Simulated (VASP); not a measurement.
Data:

```
CELL_PARAMETERS angstrom
      0.00000     2.73427     2.73427
      2.73427     0.00000     2.73427
      2.73427     2.73427     0.00000
ATOMIC_POSITIONS crystal
  Si 0.00000 0.00000 0.00000
  Si 0.25000 0.25000 0.25000
```

Computed with HSE06 screened hybrid, VASP's PBE PAW potentials (set 64) (plane waves; VASP). Settings: 520 eV cut-off, 6×6×6 Γ-centred mesh, Gaussian smearing of 0.050 eV, potentials Si.

The path is coarsely sampled, so an indirect gap can come out somewhat too large.

**Question.** Give the energies of bands 2 to 7 at the high-symmetry points, in eV from the valence-band maximum.

**Answer.** 
```csv
band,Γ,X,U,L,W
2,0.00,-8.60,-7.95,-7.61,-8.43
3,0.00,-3.08,-4.59,-1.29,-4.10
4,0.00,-3.08,-2.61,-1.29,-4.10
5,3.33,1.35,1.87,2.18,5.07
6,3.33,1.35,4.94,4.16,5.07
7,3.33,11.32,8.56,4.16,5.92
```

The gap is indirect, 1.24 eV, from the valence maximum at Γ to the conduction minimum at Γ-X at 0.75.

The compound is Si in the diamond structure. It was relaxed first. The cell's shape comes from a PBE relaxation.
